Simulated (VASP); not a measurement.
Computed with PBE GGA + U (Dudarev), VASP's PBE PAW potentials (set 64) (plane waves; VASP 6.6.1).

Input for VASP

POSCAR:
```
WC
1
    1.4550000000    -2.5201340000     0.0000000000
    1.4550000000     2.5201340000     0.0000000000
    0.0000000000     0.0000000000     2.8400000000
W C
1 1
Direct
  0.0000000000   0.0000000000   0.0000000000
  0.3333330000   0.6666670000   0.5000000000
```

INCAR:
```
# general
SYSTEM    = WC
PREC      = Accurate
ENCUT     = 520
LREAL     = .FALSE.
LASPH     = .TRUE.

# electronic loop
EDIFF     = 1E-6
NELM      = 100
ALGO      = Normal
LMAXMIX   = 6

# smearing
ISMEAR    = 1
SIGMA     = 0.1

# functional
GGA       = PE

# DFT+U
LDAU      = .TRUE.
LDAUTYPE  = 2
LDAUL     = 2 -1
LDAUU     = 4.0 0
LDAUJ     = 0 0
LDAUPRINT = 1

# ions
ISIF      = 2

# output
LWAVE     = .FALSE.
LCHARG    = .FALSE.
LORBIT    = 10
```

File KPOINTS:
```
Automatic mesh
0
Gamma
13 13 12
0 0 0
```

POTCAR, in this order: W_sv C (PBE.64 set). Program: vasp_std.

Unless said otherwise, spin-orbit coupling is left out, though it shifts the bands of the heavy elements here.

### Question
Predict the energy per atom (σ→0), pressure, band gap (on the k-mesh).

### Answer

The energy per atom (σ→0) is -8.980 eV/atom and the band gap (on the k-mesh) is none (metal, semimetal or under 0.01 eV). The pressure is 14.22 GPa.

### OSZICAR
```
...
DAV:   7    -0.179905595675E+02    0.43435E-01   -0.39357E-01  3987   0.537E+00    0.521E+00
DAV:   8    -0.179626308840E+02    0.27929E-01   -0.90552E-02  4292   0.246E+00    0.836E-01
DAV:   9    -0.179606058481E+02    0.20250E-02   -0.75273E-03  4140   0.574E-01    0.149E-01
DAV:  10    -0.179605818290E+02    0.24019E-04   -0.48176E-04  4252   0.279E-01    0.761E-02
DAV:  11    -0.179605745983E+02    0.72307E-05   -0.49193E-05  4277   0.607E-02    0.907E-03
DAV:  12    -0.179605731650E+02    0.14333E-05   -0.45616E-06  4102   0.199E-02    0.267E-03
DAV:  13    -0.179605732086E+02   -0.43644E-07   -0.96505E-08  2006   0.360E-03
   1 F= -.17960573E+02 E0= -.17960682E+02  d E =0.326914E-03
```

The compound is WC in the wc structure. The cell was not relaxed at this level. The run is one of a series of settings (LDAU = .TRUE., LDAUJ = 0 0, LDAUL = 2 -1, LDAUTYPE = 2, LDAUU = 4.0 0 against the base run), some of them coarse on purpose.
